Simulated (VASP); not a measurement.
# BAs: structure and properties in VASP

How well does r2SCAN + rVV10 reproduce what experiment finds for BAs? The cell is relaxed first, and properties follow on it. The steps: relaxing cell and atoms (r2SCAN + rVV10), single point with fields (r2SCAN + rVV10), bands along the symmetry lines (r2SCAN + rVV10), total and projected DOS (r2SCAN + rVV10), zone-centre phonons (r2SCAN + rVV10), elastic constants (r2SCAN + rVV10), response to an electric field (r2SCAN + rVV10), independent-particle dielectric function (r2SCAN + rVV10), band structure (r2SCAN + rVV10 + SOC), bands along the symmetry lines (HSE06) and band structure (TB-mBJ). The start is a cell from a database of measured crystal structures.

Main program and level: VASP 6.6.1; r2SCAN with rVV10; plane waves and PAW (B, As), in the first sound run; inputs show where later runs differ.

Experimental background.

For BAs, zinc blende (CVT-grown single crystal, 100 K), “Thermal expansion coefficients of high thermal conducting BAs and BP materials” (2019, arxiv:1906.04101) gives, by single-crystal XRD (Mo K-alpha): lattice constant a (cubic a at 100 K) 4.7741 ± 0.0015 Å.

For BAs, zinc blende (CVT-grown opaque bulk crystals, 300 K), “Optical properties of cubic boron arsenide” (2019, arxiv:1911.04914) gives, by spectroscopic ellipsometry: band gap (direct gap from square of absorption coefficient, average of two …) about 4.12 eV [Extrapolated from square of absorption coefficient from ellipsometry; average of two …].

For BAs, zinc blende (single crystal), “Basic Physical Properties of Cubic Boron Arsenide” (2019, arxiv:1911.11281) gives, by from C11 and literature bulk modulus: elastic constant C12 (C12) 79.5 GPa [not measured independently; derived from C11 and the literature bulk modulus of 148 GPa]; elastic constant C44 (C44) 149 GPa at 300 K [derived from the [111] sound velocity with literature bulk modulus and density; velocity …]; bulk modulus (literature experimental value) 148 GPa [literature value quoted in a summary table].

This is a report of a sequence of runs, with most program output left out.

**1. Set-up**

Before any relaxation, the start is as follows. It takes space group F-43m (No. 216, cubic). Conventional cell: a = 4.777 Å, b = 4.777 Å, c = 4.777 Å, α = 90.00°, β = 90.00°, γ = 90.00°. B has 4 As at 2.07 Å nearest. Nearest to As lie 4 B at 2.07 Å. Farther neighbours are not listed.

**2. Relaxing cell and atoms (r2SCAN + rVV10)**

Properties are meant for the cell that this level of theory prefers, so cell and atoms are relaxed first (ISIF = 3) until forces and stress are small; EDIFFG sets the threshold. r2SCAN adds the kinetic-energy density, costs more than a GGA and is run with LASPH. LUSE_VDW switches on a nonlocal correlation term for dispersion.

INCAR reads:

```
SYSTEM = BAs
PREC = Accurate
ENCUT = 420
EDIFF = 1E-06
NELM = 100
ISMEAR = 0
SIGMA = 0.05
LREAL = .FALSE.
ALGO = Normal
METAGGA = R2SCAN
LUSE_VDW = .TRUE.
IVDW_NL = 2
BPARAM = 11.95
CPARAM = 0.0093
LASPH = .TRUE.
NBANDS = 10
LORBIT = 11
LWAVE = .FALSE.
LCHARG = .FALSE.
KPAR = 2
IBRION = 2
NSW = 60
ISIF = 3
EDIFFG = -0.01
```

POSCAR reads:

```
BAs
1.0
    0.0000000000      2.3885000000      2.3885000000
    2.3885000000      0.0000000000      2.3885000000
    2.3885000000      2.3885000000      0.0000000000
B As
1 1
Direct
    0.0000000000      0.0000000000      0.0000000000
    0.2500000000      0.2500000000      0.2500000000
```

KPOINTS reads:

```
Automatic mesh
0
Gamma
7 7 7
0 0 0
```

The projector-augmented-wave data sets are B and As (PBE family, release 64).

Run with:

```sh
$ mpirun -np 2 vasp_std
```

Wall time 30 s (2 MPI ranks of Intel Xeon 6975P-C (Granite Rapids), shared host); peak memory 0.4 GiB.

The gap is read on the k-mesh alone, so it is an upper bound where the band edges lie off the mesh. The PAW data sets were made with PBE, which is usual practice but a small mismatch for other functionals. The run keeps the 24 symmetry operations of its start, so it cannot find a distortion of lower symmetry.

Little changed from the start: no atom moved by 0.005 Å and no cell edge by 0.1 %.

This step gave:

```
electrons                       : 8
bands                           : 10
irreducible k-points            : 20
symmetry operations             : 24
free energy (TOTEN)             : -22.13 eV
Fermi energy                    : 6.321 eV
pressure                        : 0.008187 GPa
metallic                        : no
valence top at k                : 0, 0, 0
conduction bottom at k          : 0.4286, 0.4286, 0
least direct gap at k           : 0, 0, 0
SCF cycles over all ionic steps : 20
gap on the k-mesh               : 1.359 eV
least direct gap on the k-mesh  : 3.434 eV
```

It ends with forces that vanish by symmetry and a pressure of 0.01 GPa. The volume lies +0.2 % from that of the database's start.

**3. Single point with fields (r2SCAN + rVV10)**

The relaxed cell gets a fresh self-consistent run, on a basis set for its own volume, to fix the density and to check the remaining stress.

INCAR: that of step 2 with these lines changed.

```diff
@@ -18,7 +18,5 @@
 LWAVE = .FALSE.
-LCHARG = .FALSE.
-KPAR = 2
-IBRION = 2
-NSW = 60
-ISIF = 3
-EDIFFG = -0.01
+LCHARG = .TRUE.
+ISIF = 2
+LELF = .TRUE.
+LVHAR = .TRUE.
```

POSCAR reads:

```
BAs
1.0
    0.0000000000      2.3898420644      2.3898420644
    2.3898420644      0.0000000000      2.3898420644
    2.3898420644      2.3898420644      0.0000000000
B As
1 1
Direct
    0.0000000000      0.0000000000      0.0000000000
    0.2500000000      0.2500000000      0.2500000000
```

KPOINTS is that of step 2.

Run with:

```sh
$ mpirun -np 2 vasp_std
```

Run time: 9 s. Hardware: 2 MPI ranks; peak memory 0.33 GiB; 17 s of CPU time.

This step gave:

```
SCF cycles : 11
pressure   : 0.02137 GPa
```

Valence electrons inside each PAW sphere by angular momentum. Sphere charges, by row:

| atom | s (e) | p (e) | d (e) | tot (e) |
| --- | --- | --- | --- | --- |
| B1 | 0.667 | 1.163 | 0 | 1.83 |
| As2 | 1.17 | 1.694 | 0.092 | 2.956 |

ELF in the ac plane of a cell with a along [110], b along [-110] and c along [001] of the cube at fractional y = 0.000, with atoms of B and As within 0.2 Å of it. It is the smooth field of the valence electrons, not physical close to the nuclei.

Values, 7 rows by 16 columns, each cell a mean:
```
0.40 0.79 0.89 0.78 0.72 0.86 0.87 0.56 0.40 0.79 0.89 0.78 0.72 0.86 0.87 0.56
0.52 0.75 0.80 0.58 0.48 0.74 0.81 0.61 0.52 0.75 0.80 0.58 0.48 0.74 0.81 0.61
0.12 0.35 0.61 0.67 0.67 0.66 0.47 0.19 0.12 0.35 0.61 0.67 0.67 0.66 0.47 0.19
0.03 0.07 0.23 0.40 0.44 0.31 0.12 0.04 0.03 0.07 0.23 0.40 0.44 0.31 0.12 0.04
0.15 0.09 0.04 0.04 0.05 0.04 0.07 0.13 0.15 0.09 0.04 0.04 0.05 0.04 0.07 0.13
0.53 0.39 0.16 0.04 0.03 0.10 0.30 0.49 0.53 0.39 0.16 0.04 0.03 0.10 0.30 0.49
0.22 0.45 0.52 0.36 0.32 0.46 0.52 0.30 0.22 0.45 0.52 0.36 0.32 0.46 0.52 0.30
```
Columns run along a (6.8 Å), rows up along c (4.8 Å), edges of the conventional cell, whose origin can differ from the input's. Atoms in or near the plane, at fractional coordinates: B at (0.50, 0.00), B at (0.00, 0.00), As at (0.75, 0.75), As at (0.25, 0.75).

Electrostatic potential energy in the ac plane of a cell with a along [110], b along [-110] and c along [001] of the cube at fractional y = 0.000, with atoms of B and As within 0.2 Å of it. With pseudopotentials it is smooth inside the atoms' cores, unlike the true potential.

Values in eV, 7 rows by 16 columns, each cell a mean:
```
-20 -16 -11 -24 -27 -16 -11 -21 -20 -16 -11 -24 -27 -16 -11 -21
 -2  -4 -32 -34 -24 -41 -11  -2  -2  -4 -32 -34 -24 -41 -11  -2
  1  -2 -17 -34 -35 -26  -5   1   1  -2 -17 -34 -35 -26  -5   1
  2   1   0  -1  -2  -1   1   2   2   1   0  -1  -2  -1   1   2
  1   2   2   2   3   2   2   2   1   2   2   2   3   2   2   2
 -5  -1   2   3   3   2   0  -4  -5  -1   2   3   3   2   0  -4
-17 -20  -2   0   0   0 -11 -22 -17 -20  -2   0   0   0 -11 -22
```
Columns run along a (6.8 Å; values clipped at the 3rd and 97th percentile), rows up along c (4.8 Å), edges of the conventional cell, whose origin can differ from the input's. Atoms in or near the plane, at fractional coordinates: B at (0.50, 0.00), B at (0.00, 0.00), As at (0.75, 0.75), As at (0.25, 0.75).

Valence density in the ac plane of a cell with a along [110], b along [-110] and c along [001] of the cube at fractional y = 0.000, with atoms of B and As within 0.2 Å of it. It is the smooth field of the valence electrons, not physical close to the nuclei.

Values in e/Å³, 7 rows by 16 columns, each cell a mean:
```
 0.60  0.72  0.67  0.55  0.50  0.63  0.72  0.66  0.60  0.72  0.67  0.55  0.50  0.63  0.72  0.66
 0.30  0.45  0.62  0.18 -0.04  0.52  0.55  0.34  0.30  0.45  0.62  0.18 -0.04  0.52  0.55  0.34
 0.09  0.18  0.39  0.45  0.42  0.45  0.25  0.11  0.09  0.18  0.39  0.45  0.42  0.45  0.25  0.11
 0.05  0.07  0.13  0.21  0.23  0.17  0.09  0.05  0.05  0.07  0.13  0.21  0.23  0.17  0.09  0.05
 0.10  0.08  0.06  0.05  0.05  0.05  0.07  0.10  0.10  0.08  0.06  0.05  0.05  0.05  0.07  0.10
 0.36  0.24  0.10  0.05  0.04  0.07  0.18  0.32  0.36  0.24  0.10  0.05  0.04  0.07  0.18  0.32
 0.52  0.52  0.29  0.18  0.16  0.23  0.44  0.55  0.52  0.52  0.29  0.18  0.16  0.23  0.44  0.55
```
Columns run along a (6.8 Å), rows up along c (4.8 Å), edges of the conventional cell, whose origin can differ from the input's. Atoms in or near the plane, at fractional coordinates: B at (0.50, 0.00), B at (0.00, 0.00), As at (0.75, 0.75), As at (0.25, 0.75).

In this run the pressure is 0.02 GPa, small enough to go on.

**4. Bands along the symmetry lines (r2SCAN + rVV10)**

The mesh alone shows little of the dispersion and can miss band extrema, so KPOINTS_OPT adds a path through the symmetry points after the self-consistent cycle.

INCAR: that of step 3 with these lines changed.

```diff
@@ -15,8 +15,6 @@
 LASPH = .TRUE.
-NBANDS = 10
+NBANDS = 16
 LORBIT = 11
 LWAVE = .FALSE.
-LCHARG = .TRUE.
-ISIF = 2
-LELF = .TRUE.
-LVHAR = .TRUE.
+LCHARG = .FALSE.
+KPAR = 2
```

POSCAR is that of step 3.

KPOINTS is that of step 3.

KPOINTS_OPT reads:

```
Line mode
16
Line-mode
Reciprocal
  0.00000000   0.00000000   0.00000000 GAMMA
  0.50000000   0.00000000   0.50000000 X

  0.50000000   0.00000000   0.50000000 X
  0.50000000   0.25000000   0.75000000 W

  0.50000000   0.25000000   0.75000000 W
  0.37500000   0.37500000   0.75000000 K

  0.37500000   0.37500000   0.75000000 K
  0.00000000   0.00000000   0.00000000 GAMMA

  0.00000000   0.00000000   0.00000000 GAMMA
  0.50000000   0.50000000   0.50000000 L

  0.50000000   0.50000000   0.50000000 L
  0.62500000   0.25000000   0.62500000 U

  0.62500000   0.25000000   0.62500000 U
  0.50000000   0.25000000   0.75000000 W

  0.50000000   0.25000000   0.75000000 W
  0.50000000   0.50000000   0.50000000 L

  0.50000000   0.50000000   0.50000000 L
  0.37500000   0.37500000   0.75000000 K

  0.62500000   0.25000000   0.62500000 U
  0.50000000   0.00000000   0.50000000 X
```

Run with:

```sh
$ mpirun -np 2 vasp_std
```

Elapsed: 24 s, on 2 MPI ranks; peak memory 0.39 GiB.

Spin-orbit coupling is off here; it would split degenerate levels, and it lifts a valence top of As p states by about 0.1 eV.

This step gave:

- bands: 16
- Fermi energy: 6.364 eV
- pressure: 0.01928 GPa
- least gap on mesh and path: 1.335 eV
- least direct gap on mesh and path: 3.434 eV
- conduction bottom at k: 0.4, 0, 0.4

Electronic bands along the path, in eV, zero at the valence-band top; v1 is the highest filled band, c1 the lowest empty one:

| point | v3 | v2 | v1 | c1 | c2 | c3 | c4 |
| --- | --- | --- | --- | --- | --- | --- | --- |
| Γ | 0.00 | 0.00 | 0.00 | 3.43 | 3.43 | 3.43 | 5.13 |
| 0.47 of the way | -3.94 | -2.67 | -2.67 | 1.93 | 5.16 | 7.46 | 7.46 |
| X | -9.06 | -4.31 | -4.31 | 1.58 | 1.65 | 12.14 | 12.14 |
| 0.47 of the way | -8.88 | -4.99 | -4.88 | 2.93 | 3.08 | 10.49 | 10.86 |
| W | -8.60 | -5.74 | -5.45 | 5.65 | 6.44 | 7.14 | 7.39 |
| 0.47 of the way | -8.62 | -6.05 | -4.61 | 3.78 | 6.06 | 8.38 | 8.90 |
| K | -8.67 | -6.23 | -3.69 | 2.24 | 5.94 | 9.78 | 10.38 |
| 0.47 of the way | -5.77 | -4.28 | -1.38 | 4.24 | 5.39 | 6.38 | 7.52 |
| Γ | 0.00 | 0.00 | 0.00 | 3.43 | 3.43 | 3.43 | 5.13 |
| 0.47 of the way | -4.79 | -1.13 | -1.13 | 3.38 | 4.82 | 4.82 | 8.27 |
| L | -9.25 | -1.94 | -1.94 | 2.95 | 5.04 | 5.04 | 9.51 |
| 0.47 of the way | -8.90 | -4.23 | -2.64 | 3.36 | 6.06 | 6.62 | 9.60 |
| U | -8.67 | -6.23 | -3.69 | 2.24 | 5.94 | 9.78 | 10.38 |
| 0.47 of the way | -8.63 | -6.09 | -4.44 | 3.46 | 6.03 | 8.60 | 9.17 |
| W | -8.60 | -5.74 | -5.45 | 5.65 | 6.44 | 7.14 | 7.39 |
| 0.47 of the way | -8.70 | -5.01 | -3.40 | 4.37 | 5.12 | 8.16 | 9.61 |
| L | -9.25 | -1.94 | -1.94 | 2.95 | 5.04 | 5.04 | 9.51 |
| 0.53 of the way | -8.81 | -4.68 | -2.80 | 3.20 | 6.55 | 7.03 | 9.32 |
| K | -8.67 | -6.23 | -3.69 | 2.24 | 5.94 | 9.78 | 10.38 |
| jump to U | -8.67 | -6.23 | -3.69 | 2.24 | 5.94 | 9.78 | 10.38 |
| 0.53 of the way | -8.97 | -5.07 | -4.17 | 1.75 | 2.87 | 11.48 | 11.60 |
| X | -9.06 | -4.31 | -4.31 | 1.58 | 1.65 | 12.14 | 12.14 |

Of the projections kept (B, As), the largest for each band there; the rest of the weight can lie on other orbitals:

| point | v3 | v2 | v1 | c1 | c2 | c3 | c4 |
| --- | --- | --- | --- | --- | --- | --- | --- |
| Γ | As 0.53 | As 0.53 | As 0.53 | As 0.67 | As 0.67 | As 0.67 | B 0.57 |
| X | B 0.59 | As 0.58 | As 0.58 | As 0.52 | As 0.63 | B 0.53 | B 0.53 |
| W | B 0.63 | As 0.66 | As 0.55 | B 0.68 | B 0.66 | As 1.00 | As 0.66 |
| K | B 0.60 | As 0.61 | As 0.58 | As 0.56 | B 0.53 | As 0.52 | As 0.53 |
| Γ | As 0.53 | As 0.53 | As 0.53 | As 0.67 | As 0.67 | As 0.67 | B 0.57 |
| L | As 0.52 | As 0.56 | As 0.56 | B 0.50 | As 0.65 | As 0.65 | B 0.73 |

The path lowers the gap by 0.02 eV against the mesh alone, so a band edge lies off the mesh.

**5. Total and projected DOS (r2SCAN + rVV10)**

A density of states needs more k-points than a total energy; ISMEAR = -5 takes tetrahedra, and LORBIT projects the states on the PAW spheres. The mesh is finer than in the run before.

INCAR: that of step 4 with these lines changed.

```diff
@@ -5,3 +5,3 @@
 NELM = 100
-ISMEAR = 0
+ISMEAR = -5
 SIGMA = 0.05
@@ -20 +20,2 @@
 KPAR = 2
+NEDOS = 2001
```

POSCAR is that of step 4.

KPOINTS reads:

```
Automatic mesh
0
Gamma
10 10 10
0 0 0
```

Run with:

```sh
$ mpirun -np 2 vasp_std
```

Elapsed: 18 s, on 2 MPI ranks; peak memory 0.41 GiB; 34 s of CPU time.

Numbers from this step:

```yaml
irreducible_k_points: 47
free_energy_toten: -22.14 eV
fermi_energy: 6.022 eV
pressure: 0.01133 GPa
conduction_bottom_at_k: 0.4, 0.4, 0
gap_on_the_k_mesh: 1.336 eV
least_direct_gap_on_the_k_mesh: 3.435 eV
```

The density of states has structure finer than the step of the table below, so its rows give means over 1 eV, whole bins alone (the curve runs from -12.0 to 9.33 eV). Peaks (eV: height): total -8.5: 2.00, -4.1: 1.23, 3.9: 1.77, 5.0: 2.48; As p -8.5: 0.421, -5.7: 0.289, -4.1: 0.370, 5.0: 0.442; B p -4.1: 0.267, 3.9: 0.302, 5.0: 0.355, 7.6: 0.248; As d 3.9: 0.158, 5.0: 0.210, 7.2: 0.0943; B s -8.5: 0.530, 3.5: 0.156, 5.0: 0.150.

States under -12.0 eV and over 9.3 eV are left out. Table of density of states by energy, zero at the valence-band top; means over each step; values in states/eV/cell:

| energy (eV) | total | As p | B p | As d | B s | As s |
| --- | --- | --- | --- | --- | --- | --- |
| -10 | 0 | 0 | 0 | 0 | 0 | 0 |
| -9 | 0.417 | 0.0896 | 0.0200 | 0.00369 | 0.104 | 0.0166 |
| -8 | 0.761 | 0.160 | 0.0451 | 0.00753 | 0.176 | 0.0534 |
| -7 | 0.308 | 0.0666 | 0.0273 | 0.00330 | 0.0540 | 0.0332 |
| -6 | 0.590 | 0.155 | 0.0910 | 0.00550 | 0.0375 | 0.0263 |
| -5 | 0.793 | 0.220 | 0.144 | 0.00951 | 0.0366 | 0.0242 |
| -4 | 1.09 | 0.326 | 0.236 | 0.0148 | 0.0274 | 0.0182 |
| -3 | 0.995 | 0.311 | 0.238 | 0.0177 | 0.0175 | 0.0119 |
| -2 | 0.727 | 0.235 | 0.191 | 0.0166 | 0.00792 | 0.00567 |
| -1 | 0.265 | 0.0850 | 0.0743 | 0.00883 | 0.00301 | 0.00224 |
| 0 | 0.0255 | 0.00817 | 0.00769 | 0.00109 | 6.3e-5 | 5.2e-5 |
| 1 | 0.00236 | 1.5e-4 | 1.9e-4 | 2.2e-4 | 2.2e-4 | 1.3e-4 |
| 2 | 0.265 | 0.0191 | 0.0282 | 0.0246 | 0.0206 | 0.0147 |
| 3 | 0.815 | 0.0636 | 0.114 | 0.0724 | 0.0604 | 0.0611 |
| 4 | 1.17 | 0.0911 | 0.199 | 0.104 | 0.0853 | 0.0999 |
| 5 | 1.20 | 0.200 | 0.184 | 0.0977 | 0.0778 | 0.0508 |
| 6 | 0.993 | 0.165 | 0.175 | 0.0815 | 0.0536 | 0.0376 |
| 7 | 1.03 | 0.169 | 0.213 | 0.0816 | 0.0566 | 0.0396 |
| 8 | 0.790 | 0.139 | 0.177 | 0.0650 | 0.0377 | 0.0222 |

The gap on this mesh is 1.34 eV. In the top eV of the valence band the largest shares in the PAW spheres are As p 32 % and B p 29 %; in the lowest eV of the conduction band, B p 10 %, As d 9 % and B s 8 %. The rest lies in smaller channels or between the spheres.

**6. Zone-centre phonons (r2SCAN + rVV10)**

Zone-centre modes test whether the atoms sit at a minimum within this cell. IBRION = 6 takes the force constants from differences of forces between displaced cells, so the forces must be tight.

INCAR reads:

```
SYSTEM = BAs
PREC = Accurate
ENCUT = 420
EDIFF = 1E-08
NELM = 100
ISMEAR = 0
SIGMA = 0.05
LREAL = .FALSE.
ALGO = Normal
METAGGA = R2SCAN
LUSE_VDW = .TRUE.
IVDW_NL = 2
BPARAM = 11.95
CPARAM = 0.0093
LASPH = .TRUE.
NBANDS = 10
LORBIT = 11
LWAVE = .FALSE.
LCHARG = .FALSE.
KPAR = 2
IBRION = 6
NFREE = 2
POTIM = 0.015
ISIF = 2
NSW = 1
```

POSCAR is that of step 5.

KPOINTS reads:

```
Automatic mesh
0
Gamma
7 7 7
0 0 0
```

Run with:

```sh
$ mpirun -np 2 vasp_std
```

Wall time 76 s (2 MPI ranks); peak memory 0.44 GiB; 2.5 min of CPU time.

The last energy, forces, stress and levels in OUTCAR belong to the last displaced cell, not to the cell of POSCAR.

This step gave:

```
bands                     : 10
irreducible k-points      : 20
pressure of the cell      : 0.01374 GPa
largest force of the cell : 0 eV/Å
```

Transverse limit, no LO-TO splitting. Modes at Γ, with each element's share of the kinetic energy:

| mode | frequency (cm⁻¹) | symmetry | B % | As % |
| --- | --- | --- | --- | --- |
| 1 | 0.0 | acoustic | 13 | 87 |
| 2 | 0.0 | acoustic | 13 | 87 |
| 3 | 0.0 | acoustic | 13 | 87 |
| 4 | 702.7 | T2 | 87 | 13 |
| 5 | 702.7 | T2 | 87 | 13 |
| 6 | 702.7 | T2 | 87 | 13 |

Displacements in mode 6 (702.7 cm⁻¹), the largest set to 1:
```
B1   0.00  1.00  0.00
As2  0.00 -0.14  0.00
```

The three acoustic modes come out at zero, and all others are real. By the characters of their eigenvectors the optical modes sort into (cm⁻¹) Raman active: T2 703; infrared active: T2 703.

**7. Elastic constants (r2SCAN + rVV10)**

IBRION = 6 with ISIF = 3 strains the cell both ways at fixed fractional positions, and adds the ions' share afterwards from the force constants. Stress converges slowly with the basis, so the cutoff is raised.

INCAR: that of step 6 with these lines changed.

```diff
@@ -2,4 +2,4 @@
 PREC = Accurate
-ENCUT = 420
-EDIFF = 1E-08
+ENCUT = 500
+EDIFF = 1E-07
 NELM = 100
@@ -23,3 +23,3 @@
 POTIM = 0.015
-ISIF = 2
+ISIF = 3
 NSW = 1
```

POSCAR is that of step 6.

KPOINTS is that of step 6.

Run with:

```sh
$ mpirun -np 2 vasp_std
```

Elapsed: 8.2 min, on 2 MPI ranks; peak memory 0.58 GiB; 16 min of CPU time.

This step gave:

```yaml
pressure_of_the_cell: 0.007776 GPa
mechanically_stable: yes
bulk_modulus_voigt: 144.5 GPa
shear_modulus_voigt: 138.8 GPa
bulk_modulus_hill: 144.5 GPa
shear_modulus_hill: 136.7 GPa
young_s_modulus: 311.8 GPa
poisson_s_ratio: 0.1404
```

Elastic constants with relaxed ions, Voigt order xx yy zz yz xz xy (GPa):

```
291.5  71.0  71.0   0.0   0.0   0.0
 71.0 291.5  71.0   0.0   0.0   0.0
 71.0  71.0 291.5   0.0   0.0   0.0
  0.0   0.0   0.0 157.9   0.0   0.0
  0.0   0.0   0.0   0.0 157.9   0.0
  0.0   0.0   0.0   0.0   0.0 157.9
```

Elastic constants with clamped ions, Voigt order xx yy zz yz xz xy (GPa):

```
291.5  71.0  71.0   0.0   0.0   0.0
 71.0 291.5  71.0   0.0   0.0   0.0
 71.0  71.0 291.5   0.0   0.0   0.0
  0.0   0.0   0.0 174.3   0.0   0.0
  0.0   0.0   0.0   0.0 174.3   0.0
  0.0   0.0   0.0   0.0   0.0 174.3
```

B/G is 1.06, which by Pugh's rule of thumb (1.75) points to a brittle solid. The Zener ratio 2C44/(C11 - C12) is 1.43, where 1 means isotropic. With the density of 5.21 g/cm³ the Hill moduli give sound speeds of 7.92 km/s (longitudinal) and 5.12 km/s (transverse), and from their mean a Debye temperature of 700 K.

[end of part 1 of 3]

[Lines on the potential files, build, host, timing and source positions are cut from VASP's logs without a mark.]

[Logs are printed without paths, hosts, clocks, repeated set-up lines and the standing remarks that a program may print on its own settings, such as how far it seeks lower states.]

[Hosts, paths, dates, database ids (printed as entryN), source tags and the programs' standing remarks are cut or masked in the printed files.]

[A measured line is paired with the nearest computed mode of its activity, which favours agreement.]
